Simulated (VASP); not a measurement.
# SrCo2: single point with PBE

The system is SrCo2.

```
Sr Co
1.0
     3.27401    0.00000    0.00000
    -1.63701    2.83538    0.00000
     0.00000    0.00000    5.54480
Sr Co
1 2
Direct
  0.00000 0.00000 0.00000
  0.33333 0.66667 0.23408
  0.66667 0.33333 0.76592
```

The cell was built by a generator and needn't be a form met in nature.

- Program: VASP 6.6.1
- Task: single point
- Functional: PBE
- Potentials or basis: VASP PAW PBE potentials, release 64 (Sr_sv, Co)
- Cutoff: 520 eV
- k mesh: 9 × 9 × 5
- Occupations: fermi-dirac, width 0.05 eV
- Spin: collinear spin, ferromagnetic start
- Starting moments: [0.0, 2.0, 2.0] μB
- Further INCAR settings: ALGO = Normal; EDIFF = 1e-07; NBANDS = 25

```json
{"Pressure": "28.9 GPa", "Largest force": "5.106 eV/Å", "Band gap on the k mesh": "none (metal or under the smearing width)", "Net moment": "1.63 μB per cell", "Site moments": "Sr -0.09; Co +0.89 μB", "Valence electrons inside the program's atomic spheres": "Sr 8.98; Co 8.28"}
```

Forces in eV/Å, atoms in the order of the input:
```
Sr   0.000  0.000  0.000
Co   0.000  0.000  5.106
Co   0.000  0.000 -5.106
```

Stress tensor (GPa, compression positive):
```
31.25  0.00  0.00
 0.00 31.25  0.00
 0.00  0.00 24.25
```

Levels at points of the mesh, in eV from the Fermi level:
Spin up:
| k point | band 11 | band 12 | band 13 | band 14 | band 15 | band 16 | band 17 | band 18 | band 19 | band 20 |
| --- | --- | --- | --- | --- | --- | --- | --- | --- | --- | --- |
| (0.00, 0.00, 0.00) | -1.67 | -1.10 | -1.10 | -0.69 | -0.69 | 0.15 | 2.28 | 5.13 | 5.13 | 8.65 |
Spin down:
```
           k point  band 10  band 11  band 12  band 13  band 14  band 15  band 16  band 17
(0.00, 0.00, 0.00)    -1.44    -1.21    -0.51    -0.51     0.35     0.56     0.56     2.52
```

Wall time 100 s on 1 thread of Intel(R) Xeon(R) Platinum 8488C (Sapphire Rapids), on a shared host, peak memory 0.24 GiB.

Caveat: a pressure of tens of GPa on the cell as given is suspect, and the run, the potentials or the cell itself is likely at fault; forces of over 1 eV/Å show positions far from the minimum, so gaps and moduli don't describe the material at rest.
